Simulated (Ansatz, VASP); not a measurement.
CaPtS3: VASP beside Ansatz

```
Ca Pt S
1.0
     4.76862    0.00000    0.00000
     0.00000    4.76862    0.00000
     0.00000    0.00000    4.76862
Ca Pt S
1 1 3
Direct
  0.50000 0.50000 0.50000
  0.00000 0.00000 0.00000
  0.50000 0.00000 0.00000
  0.00000 0.50000 0.00000
  0.00000 0.00000 0.50000
```

Alike in both runs: functional PBE; k mesh 8 × 8 × 8; occupations gaussian, width 0.1 eV; no spin polarisation.

Ansatz relaxed the structure, and its values are those at the end. VASP's run is a single point on that final structure, the one shown.

|  | VASP | Ansatz |
| --- | --- | --- |
| version | VASP 6.6.1 | Ansatz 0.2.0 |
| potentials or method | VASP PAW PBE potentials, release 64 (Ca_sv, Pt, S) | scalar-relativistic, plane waves, PAW |
| plane-wave cutoff (eV) | 520 | 420 |
| valence electrons in the cell | 38 | 46 |

```csv
,VASP,Ansatz,Ansatz less VASP
gap on the k mesh at the Fermi level (eV),none,none,-
pressure (GPa),-0.1,0.0,+0.13
```

A gap of «none» marks a metal or a gap that the smearing closes. The two sets of potentials don't hold the same shells in valence.

Spin-orbit coupling is left out, which matters for the levels of Pt.
